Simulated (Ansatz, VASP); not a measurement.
# Si: VASP beside Ansatz

```
Si
1.0
     0.00000    2.71356    2.71356
     2.71356    0.00000    2.71356
     2.71356    2.71356    0.00000
Si
2
Direct
  0.75000 0.75000 0.75000
  0.50000 0.50000 0.50000
```

Alike in both runs: task single point; functional PBEsol; k mesh 6 × 6 × 6; occupations fermi-dirac, width 0.02 eV; no spin polarisation.

|  | VASP | Ansatz |
| --- | --- | --- |
| version | VASP 6.6.1 | Ansatz 0.2.0 |
| potentials or method | VASP PAW PBE potentials, release 64 (Si) | plane waves, PAW |
| plane-wave cutoff (eV) | 520 | 520 |
| valence electrons in the cell | 8 | 8 |

|  | VASP | Ansatz | Ansatz less VASP |
| --- | --- | --- | --- |
| pressure (GPa) | 0.5 | 0.4 | -0.11 |

Caveats: the PAW data sets were made with another functional, which shifts forces and pressure a little (VASP). A k mesh can miss the band edges.
